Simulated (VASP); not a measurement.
# 2H-MoS2 3 layers, 2H (AA') in VASP, part 3 of 3

How does 2H-MoS2 3 layers, 2H (AA') behave as a surface?

VASP 6.6.1; LDA, no spin polarisation; plane waves and PAW (S, Mo).

So far. Step 2 (Relaxing the slab): The run ended after 40 ionic steps, 0.594 eV below its first step, once forces and stress met EDIFFG = -0.02. Step 3 (Potential and states of the slab): The vacuum level lies 5.54 eV above the highest filled level at the upper face; both faces agree, as the slab has next to no dipole.

## (4) The slab in a field, field -0.1

A field across the slab, with the atoms held, gives the electronic response: the dipole changes linearly with the field, and the energy has a linear term from the slab's own dipole and a quadratic one from its polarisability.

Input file INCAR:

```
SYSTEM = MoS2
PREC = Normal
ENCUT = 340
EDIFF = 1E-06
NELM = 120
ISMEAR = -1
SIGMA = 0.05
LREAL = .FALSE.
ALGO = Fast
GGA = CA
NBANDS = 36
LASPH = .TRUE.
LORBIT = 11
LWAVE = .FALSE.
LCHARG = .FALSE.
KPAR = 4
IDIPOL = 3
LDIPOL = .TRUE.
DIPOL = 0.5 0.5 0.5
EFIELD = -0.1
LVHAR = .TRUE.
```

Input file POSCAR:

```
MoS2
1.0
    3.1218955530      0.0000000000      0.0000000000
   -1.5609477765      2.7036408568      0.0000000000
    0.0000000000      0.0000000000     33.7877932140
S Mo
6 3
Direct
    0.3333333333      0.6666666667      0.2749325444
    0.3333333333      0.6666666667      0.3671274950
    0.0000000000      0.0000000000      0.4538681334
    0.0000000000      0.0000000000      0.5461318666
    0.3333333333      0.6666666667      0.6328725050
    0.3333333333      0.6666666667      0.7250674556
    0.0000000000      0.0000000000      0.3209793731
    0.3333333333      0.6666666667      0.5000000000
    0.0000000000      0.0000000000      0.6790206269
```

Input file KPOINTS:

```
Automatic mesh
0
Gamma
12 12 1
0 0 0
```

PAW data sets: S and Mo (LDA family, release 64).

Run with:

```
> mpirun -np 4 vasp_std
```

What it wrote:

```text
[... set-up lines as in an earlier step ...]
 entering main loop
       N       E                     dE             d eps       ncg     rms          rms(c)
DAV:   1     0.301333393003E+03    0.30133E+03   -0.17979E+04  1368   0.889E+02
DAV:   2    -0.448287431869E+02   -0.34616E+03   -0.33670E+03  1940   0.221E+02
DAV:   3    -0.763794339784E+02   -0.31551E+02   -0.31055E+02  1584   0.733E+01
DAV:   4    -0.777201068700E+02   -0.13407E+01   -0.13332E+01  2112   0.156E+01
DAV:   5    -0.777457701847E+02   -0.25663E-01   -0.25609E-01  1828   0.224E+00    0.470E+01
RMM:   6    -0.741324352670E+02    0.36133E+01   -0.17558E+01  1458   0.147E+01    0.159E+01
RMM:   7    -0.734699737300E+02    0.66246E+00   -0.39869E+00  1444   0.819E+00    0.106E+01
RMM:   8    -0.733636833528E+02    0.10629E+00   -0.18820E+00  1547   0.560E+00    0.232E+00
RMM:   9    -0.733619848448E+02    0.16985E-02   -0.39701E-01  1766   0.274E+00    0.895E-01
RMM:  10    -0.733465646653E+02    0.15420E-01   -0.75593E-02  1803   0.112E+00    0.316E-01
RMM:  11    -0.733465154751E+02    0.49190E-04   -0.23566E-02  1909   0.552E-01    0.219E-01
RMM:  12    -0.733469129443E+02   -0.39747E-03   -0.36968E-03  1960   0.240E-01    0.131E-01
RMM:  13    -0.733471573863E+02   -0.24444E-03   -0.85764E-04  2009   0.106E-01    0.656E-02
RMM:  14    -0.733473695240E+02   -0.21214E-03   -0.49421E-04  1723   0.823E-02    0.400E-02
RMM:  15    -0.733474429615E+02   -0.73437E-04   -0.11190E-04  1886   0.464E-02    0.310E-02
RMM:  16    -0.733475630206E+02   -0.12006E-03   -0.54362E-05  1772   0.254E-02    0.786E-03
RMM:  17    -0.733477420700E+02   -0.17905E-03   -0.53692E-05  1757   0.213E-02    0.243E-02
RMM:  18    -0.733478230200E+02   -0.80950E-04   -0.15419E-05  1712   0.125E-02    0.112E-02
RMM:  19    -0.733478742292E+02   -0.51209E-04   -0.60680E-06  1379   0.705E-03    0.889E-03
RMM:  20    -0.733478990559E+02   -0.24827E-04   -0.39246E-06  1330   0.653E-03    0.226E-03
RMM:  21    -0.733479067633E+02   -0.77074E-05   -0.22145E-06  1155   0.544E-03    0.261E-03
RMM:  22    -0.733479134661E+02   -0.67028E-05   -0.65047E-07  1086   0.343E-03    0.207E-03
RMM:  23    -0.733479164718E+02   -0.30057E-05   -0.21197E-07   992   0.189E-03    0.907E-04
RMM:  24    -0.733479178127E+02   -0.13409E-05   -0.25788E-07  1051   0.180E-03    0.700E-04
RMM:  25    -0.733479180088E+02   -0.19610E-06   -0.43494E-08   638   0.984E-04
   1 F= -.73347918E+02 E0= -.73347917E+02  d E =-.271002E-05
```

It took 46 s on 4 MPI ranks of Intel Xeon Platinum 8488C (Sapphire Rapids), shared host; peak memory 0.81 GiB; 3 min of CPU time.

Parts of OUTCAR (step 4):

```text
The static configuration has the point symmetry D_3h.

 Found     19 irreducible k-points:

   NELECT =      54.0000    total number of electrons

 dipolmoment           0.000000      0.000000     -0.072665 electrons x Angstroem

 E-fermi :   1.1959

 k-point     1 :       0.0000    0.0000    0.0000
  band No.  band energies     occupation
    ...
     23      -1.2262      2.00000
     24      -0.9219      2.00000
     25      -0.2942      2.00000
     26       0.4033      2.00000
     27       0.7550      1.99970
     28       3.0056      0.00000
     29       3.0068      0.00000
     30       3.0721      0.00000
     31       3.0735      0.00000
     32       3.1843      0.00000
    ...

 k-point     2 :       0.0833   -0.0000    0.0000
  band No.  band energies     occupation
    ...
     23      -1.0672      2.00000
     24      -0.6429      2.00000
     25      -0.2799      2.00000
     26       0.3199      2.00000
     27       0.5756      1.99999
     28       2.8630      0.00000
     29       2.9466      0.00000
     30       2.9803      0.00000
     31       3.0732      0.00000
     32       3.0894      0.00000
    ...

  Total       -0.1269400     -0.1269400     -0.3264768      0.0000000      0.0000000      0.0000000
  in kB       -0.7131517     -0.7131517     -1.8341539      0.0000000      0.0000000      0.0000000
  external PRESSURE =      -1.0868191 kB  Pullay stress =       0.0000000 kB

 POSITION                                       TOTAL-FORCE (eV/Angst)
 -----------------------------------------------------------------------------------
     -0.00000      1.80243      9.28936         0.000000     -0.000000      0.005879
     -0.00000      1.80243     12.40443        -0.000000     -0.000000      0.000122
      0.00000      0.00000     15.33520         0.000000      0.000000      0.010402
      0.00000      0.00000     18.45259         0.000000     -0.000000      0.000645
     -0.00000      1.80243     21.38337        -0.000000     -0.000000      0.010643
     -0.00000      1.80243     24.49843        -0.000000     -0.000000      0.002508
      0.00000      0.00000     10.84518         0.000000     -0.000000     -0.003392
     -0.00000      1.80243     16.89390         0.000000     -0.000000     -0.011006
      0.00000      0.00000     22.94261         0.000000     -0.000000     -0.015801
 -----------------------------------------------------------------------------------
    total drift:                                0.000007     -0.000004      0.000050

  FREE ENERGIE OF THE ION-ELECTRON SYSTEM (eV)
  ---------------------------------------------------
  free  energy   TOTEN  =       -73.3479180088 eV

  energy  without entropy=      -73.3479152988  energy(sigma->0) =      -73.34791665

 vacuum level on the upper side and lower side of the slab         7.154         5.417

 total charge
# of ion       s       p       d       tot
------------------------------------------
    1        1.362   2.340   0.000   3.702
    2        1.365   2.333   0.000   3.697
    3        1.364   2.335   0.000   3.698
    4        1.365   2.333   0.000   3.697
    5        1.364   2.335   0.000   3.699
    6        1.363   2.338   0.000   3.701
    7        0.437   0.644   4.501   5.582
    8        0.436   0.642   4.501   5.580
    9        0.437   0.644   4.501   5.582
--------------------------------------------------
tot          9.492  15.943  13.504  38.938

[... 8 parts as in an earlier step ...]

[... 5 further parts left out ...]
```

Numbers from this step:

- electronic cycles: 25
- free energy (TOTEN): -73.3479 eV
- Fermi energy: 1.196 eV
- dipole moment: 0, 0, -0.07266 e·Å
- gap on the k-mesh: 0.9745 eV
- least direct gap on the k-mesh: 1.686 eV

The planar average of the electrostatic potential oscillates, so the rows of the table below give means over windows of 1 Å about each position, cut where the curve ends. Its maxima inside the range that stand out by 2 % of the span (Å: eV): 6.9: 4.84, 10.1: -6.36, 11.6: -6.29, 13.8: 4.06, 16.2: -6.21, 17.6: -6.20, 20.0: 4.14, 22.2: -6.13, 23.7: -6.18, 33.4: 5.96. Its minima: 0.4: 4.22, 9.3: -15.9, 10.9: -9.78, 12.4: -15.8, 15.3: -15.7, 16.9: -9.71, 18.5: -15.7, 21.4: -15.7, 22.9: -9.61, 24.5: -15.7.

Zero at the Fermi level. The planar average of the electrostatic potential by height; means over each step:

height (Å), planar average of the electrostatic potential (eV) and a bar from the least value:
```
        0        4.5 ############################
        1        4.3 ###########################
        2        4.4 ###########################
        3        4.5 ###########################
        4        4.6 ############################
        5        4.7 ############################
        6        4.8 ############################
        7        4.8 ############################
        8        3.6 ##########################
        9      -10.2 ##
       10       -8.8 ####
       11       -8.8 ####
       12      -11.2 
       13       -4.8 ###########
       14        3.4 ##########################
       15       -9.4 ###
       16       -9.1 ####
       17       -8.8 ####
       18      -10.7 #
       19       -5.6 ##########
       20        3.6 ##########################
       21       -8.5 #####
       22       -9.3 ###
       23       -8.8 ####
       24      -10.3 ##
       25       -6.3 #########
       26        4.5 ############################
       27        5.3 #############################
       28        5.4 #############################
       29        5.5 #############################
       30        5.6 #############################
       31        5.7 ##############################
       32        5.8 ##############################
       33        5.9 ##############################
```

VASP counts the dipole in electrons times Å, so a positive number points the physical dipole along −c. A positive EFIELD is likewise a physical field along −c.

Energy at zero smearing: -73.34792 eV.

## (5) The slab in a field, field 0.1

INCAR, as its differences from that of step 4:

```diff
@@ -19,3 +19,3 @@
 DIPOL = 0.5 0.5 0.5
-EFIELD = -0.1
+EFIELD = 0.1
 LVHAR = .TRUE.
```

POSCAR is that of step 4.

KPOINTS is that of step 4.

Run with:

```
> mpirun -np 4 vasp_std
```

What it wrote:

```text
[... set-up lines as in an earlier step ...]
 entering main loop
       N       E                     dE             d eps       ncg     rms          rms(c)
DAV:   1     0.301156237615E+03    0.30116E+03   -0.17979E+04  1368   0.889E+02
DAV:   2    -0.442846065763E+02   -0.34544E+03   -0.33397E+03  1932   0.221E+02
DAV:   3    -0.762527181882E+02   -0.31968E+02   -0.31405E+02  1564   0.737E+01
DAV:   4    -0.777189338372E+02   -0.14662E+01   -0.14582E+01  2132   0.160E+01
DAV:   5    -0.777455566961E+02   -0.26623E-01   -0.26580E-01  1788   0.226E+00    0.471E+01
RMM:   6    -0.741306527063E+02    0.36149E+01   -0.17470E+01  1455   0.147E+01    0.160E+01
RMM:   7    -0.734696563315E+02    0.66100E+00   -0.40251E+00  1449   0.821E+00    0.106E+01
RMM:   8    -0.733638575267E+02    0.10580E+00   -0.19006E+00  1550   0.561E+00    0.231E+00
RMM:   9    -0.733616221526E+02    0.22354E-02   -0.39606E-01  1760   0.273E+00    0.890E-01
RMM:  10    -0.733464129938E+02    0.15209E-01   -0.78871E-02  1802   0.113E+00    0.317E-01
RMM:  11    -0.733465351916E+02   -0.12220E-03   -0.24419E-02  1915   0.556E-01    0.226E-01
RMM:  12    -0.733469134779E+02   -0.37829E-03   -0.37210E-03  1959   0.240E-01    0.136E-01
RMM:  13    -0.733471779612E+02   -0.26448E-03   -0.94426E-04  2012   0.108E-01    0.653E-02
RMM:  14    -0.733473917166E+02   -0.21376E-03   -0.62724E-04  1712   0.935E-02    0.394E-02
RMM:  15    -0.733474395796E+02   -0.47863E-04   -0.10837E-04  1775   0.519E-02    0.323E-02
RMM:  16    -0.733475941109E+02   -0.15453E-03   -0.83106E-05  1758   0.314E-02    0.833E-03
RMM:  17    -0.733477346470E+02   -0.14054E-03   -0.37287E-05  1791   0.195E-02    0.225E-02
RMM:  18    -0.733478472254E+02   -0.11258E-03   -0.24594E-05  1716   0.160E-02    0.953E-03
RMM:  19    -0.733478856305E+02   -0.38405E-04   -0.10879E-05  1619   0.984E-03    0.830E-03
RMM:  20    -0.733478887183E+02   -0.30878E-05   -0.15100E-06  1181   0.484E-03    0.655E-03
RMM:  21    -0.733479070691E+02   -0.18351E-04   -0.10200E-05  1658   0.104E-02    0.342E-03
RMM:  22    -0.733479101772E+02   -0.31081E-05   -0.41111E-07  1086   0.302E-03    0.242E-03
RMM:  23    -0.733479136018E+02   -0.34246E-05   -0.31314E-07  1059   0.202E-03    0.121E-03
RMM:  24    -0.733479170969E+02   -0.34951E-05   -0.17087E-07   819   0.135E-03    0.627E-04
RMM:  25    -0.733479177172E+02   -0.62024E-06   -0.52545E-08   689   0.114E-03
   1 F= -.73347918E+02 E0= -.73347916E+02  d E =-.270980E-05
```

The job ended after 39 s (4 MPI ranks; peak memory 0.81 GiB).

OUTCAR, selected parts (step 5):

```text
   NELECT =      54.0000    total number of electrons

 dipolmoment           0.000000      0.000000      0.072650 electrons x Angstroem

 E-fermi :   1.1959

 k-point     1 :       0.0000    0.0000    0.0000
  band No.  band energies     occupation
    ...
     23      -1.2262      2.00000
     24      -0.9219      2.00000
     25      -0.2942      2.00000
     26       0.4032      2.00000
     27       0.7549      1.99970
     28       3.0056      0.00000
     29       3.0083      0.00000
     30       3.0721      0.00000
     31       3.0907      0.00000
     32       3.1841      0.00000
    ...

  Total       -0.1272332     -0.1272332     -0.3266018      0.0000000      0.0000000      0.0000000
  in kB       -0.7147988     -0.7147988     -1.8348561      0.0000000      0.0000000      0.0000000
  external PRESSURE =      -1.0881513 kB  Pullay stress =       0.0000000 kB

 POSITION                                       TOTAL-FORCE (eV/Angst)
 -----------------------------------------------------------------------------------
     -0.00000      1.80243      9.28936        -0.000000      0.000000     -0.002181
     -0.00000      1.80243     12.40443        -0.000000      0.000000     -0.011005
      0.00000      0.00000     15.33520         0.000000      0.000000     -0.000272
      0.00000      0.00000     18.45259         0.000000      0.000000     -0.010763
     -0.00000      1.80243     21.38337         0.000000      0.000000      0.000273
     -0.00000      1.80243     24.49843         0.000000     -0.000000     -0.006257
      0.00000      0.00000     10.84518        -0.000000      0.000000      0.015811
     -0.00000      1.80243     16.89390        -0.000000      0.000000      0.011007
      0.00000      0.00000     22.94261        -0.000000      0.000000      0.003387
 -----------------------------------------------------------------------------------
    total drift:                                0.000007     -0.000004      0.000159

  FREE ENERGIE OF THE ION-ELECTRON SYSTEM (eV)
  ---------------------------------------------------
  free  energy   TOTEN  =       -73.3479177172 eV

  energy  without entropy=      -73.3479150074  energy(sigma->0) =      -73.34791636

 vacuum level on the upper side and lower side of the slab         5.417         7.154

[... 8 parts as in an earlier step ...]

[... 9 further parts left out ...]
```

This step gave:

| Quantity | Value |
| --- | --- |
| dipole moment | 0, 0, 0.07265 e·Å |
| gap on the k-mesh | 0.9746 eV |
| least direct gap on the k-mesh | 1.687 eV |

The planar average of the electrostatic potential oscillates, so the rows of the table below give means over windows of 2 Å about each position, cut where the curve ends. Its maxima inside the range that stand out by 2 % of the span (Å: eV): 0.4: 5.96, 10.1: -6.18, 11.6: -6.13, 13.8: 4.14, 16.2: -6.20, 17.6: -6.21, 20.0: 4.06, 22.2: -6.29, 23.7: -6.36, 26.9: 4.84. Its minima: 9.3: -15.7, 10.9: -9.61, 12.4: -15.7, 15.3: -15.7, 16.9: -9.71, 18.5: -15.7, 21.4: -15.8, 22.9: -9.78, 24.5: -15.9, 33.4: 4.22.

Zero at the Fermi level. Table of planar average of the electrostatic potential by height; means over each step:

```tsv
height (Å)	planar average of the electrostatic potential (eV)
0	5.81
2	5.80
4	5.60
6	5.39
8	1.89
10	-10.3
12	-10.1
14	0.880
16	-10.4
18	-10.3
20	0.942
22	-10.5
24	-10.5
26	3.12
28	4.75
30	4.56
32	4.36
```

Energy at zero smearing: -73.34792 eV.

## (6) Derived quantities

This step: slab, LDA; plane waves and PAW (VASP 6.6.1).

No new run; the numbers come from the runs before.

Numbers from this step:

```
polarisability per area of the slab or monolayer : 1.240 Å
ionisation potential at the upper face           : 5.536 eV
```

VASP counts both for electrons: a positive EFIELD is a field along -c, and a positive dipole, in electrons times A, points along -c. Field, by row:

```tsv
EFIELD (eV/Å)	dipole along z (e Å)	energy change (eV)
-0.1	-0.07266	-0.003635
0	0	0
0.1	0.07265	-0.003635
```

The polarisability is the slope of the dipole against the field, as a volume for each unit of area.

## (7) Summary of results

| Property | Result |
| --- | --- |
| ionisation potential of the slab | 5.54 eV |
| polarisability per area of the slab or monolayer | 1.24 Å |

In words: The ionisation potential is 5.54 eV at both faces. The atom that ends on top (S) moved inwards by 0.29 Å, counted from the mean of all atoms. Semilocal band edges put the ionisation potential too low and the gap too small. The slab has a gap, so the level below the vacuum is counted from the highest filled level.

[Lines on the potential files, build, host, timing and source positions are cut from VASP's logs without a mark.]

[Logs are printed without paths, hosts, clocks, repeated set-up lines and the standing remarks that a program may print on its own settings, such as how far it seeks lower states.]

[Hosts, paths, dates, database ids (printed as entryN), source tags and the programs' standing remarks are cut or masked in the printed files.]

[In band tables of VASP the shares of atoms and orbitals are scaled to a sum of 1 inside the atoms' spheres.]

[Runs that stopped without an error message from VASP are left out.]
